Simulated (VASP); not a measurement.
Input for VASP

### KPOINTS
```
Automatic mesh
0
Gamma
9 9 9
0 0 0
```

**INCAR**
```
SYSTEM = Sr
PREC = Accurate
ENCUT = 400
EDIFF = 1E-7
NELM = 100
ALGO = Normal
LREAL = .FALSE.
LASPH = .TRUE.
ISMEAR = -5
GGA = PE
LMAXMIX = 4
LWAVE = .FALSE.
LCHARG = .TRUE.
LORBIT = 11
NEDOS = 601
ISIF = 2
```

File POSCAR:
```
Sr
1
    0.0000000000     3.0092282543     3.0092282543
    3.0092282543     0.0000000000     3.0092282543
    3.0092282543     3.0092282543     0.0000000000
Sr
1
Direct
  0.0000000000   0.0000000000   0.0000000000
```

POTCAR, in this order: Sr_sv (PBE.64 set). Program: vasp_std.

Problem. Write an equivalent input for Quantum ESPRESSO's pw.x.

Solution. One equivalent input (not run):
```
&CONTROL
  calculation = 'scf'
  pseudo_dir = './pseudo'
  outdir = './out'
  tprnfor = .true.
  tstress = .true.
/
&SYSTEM
  ibrav = 0
  nat = 1
  ntyp = 1
  ecutwfc = 68
  occupations = 'tetrahedra'
  input_dft = 'pbe'
/
&ELECTRONS
  conv_thr = 7.3e-09
  electron_maxstep = 100
/
ATOMIC_SPECIES
  Sr 87.620 Sr.upf
CELL_PARAMETERS angstrom
     0.0000000    3.0092283    3.0092283
     3.0092283    0.0000000    3.0092283
     3.0092283    3.0092283    0.0000000
ATOMIC_POSITIONS crystal
  Sr   0.0000000  0.0000000  0.0000000
K_POINTS automatic
  9 9 9 0 0 0
```
The two are equivalent in intent, not identical: the potentials are each code's own (VASP's PAW set, PseudoDojo norm-conserving files in pw.x), so ENCUT and ecutwfc are chosen apart and not converted; conv_thr bounds pw.x's estimated SCF error, while EDIFF bounds the energy change between steps.

The compound is Sr in the fcc structure. It was relaxed first.
